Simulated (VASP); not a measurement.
Here is the system:

```
CELL_PARAMETERS angstrom
     -2.96312     2.96312     1.61388
      2.96312    -2.96312     1.61388
      2.96312     2.96312    -1.61388
ATOMIC_POSITIONS crystal
  Sn 0.25000 0.75000 0.50000
  Sn 0.00000 0.00000 0.00000
```

Level of theory: PBE GGA, VASP's PBE PAW potentials (set 64) (plane waves; VASP). Settings: 500 eV cut-off, 13×13×13 Γ-centred mesh, first-order Methfessel-Paxton smearing of 0.10 eV, potentials Sn_d.

Energy and stress use the plane-wave basis of the starting cell.

The ions, cell shape and volume at an external pressure of 5.0 GPa are relaxed. What does this cell relax into?

```
CELL_PARAMETERS angstrom
     -2.88269     2.88269     1.56812
      2.88269    -2.88269     1.56812
      2.88269     2.88269    -1.56812
ATOMIC_POSITIONS crystal
  Sn 0.25000 0.75000 0.50000
  Sn 0.00000 0.00000 0.00000
```
Space group I4_1/amd (141), at a tolerance of 0.03 Å.

How do energy and volume change from the first to the last step?

The energy (σ→0) changes by +32.5 meV/atom and the volume by -8.0 %, in 6 ionic steps.

```csv
step,E(σ→0) (eV),max force (eV/Å),pressure (GPa),volume (Å³)
1,-7.6139,0.000,-0.01,56.68
2,-7.4471,0.000,8.73,49.71
3,-7.5485,0.000,4.99,52.11
4,-7.5457,0.000,5.13,52.02
5,-7.5505,0.000,4.88,52.18
6,-7.5489,0.000,4.98,52.12
```

The compound is Sn in the beta structure. This run relaxes it under an external pressure of 5 GPa. Symmetry was kept, so distortions that lower it aren't found.
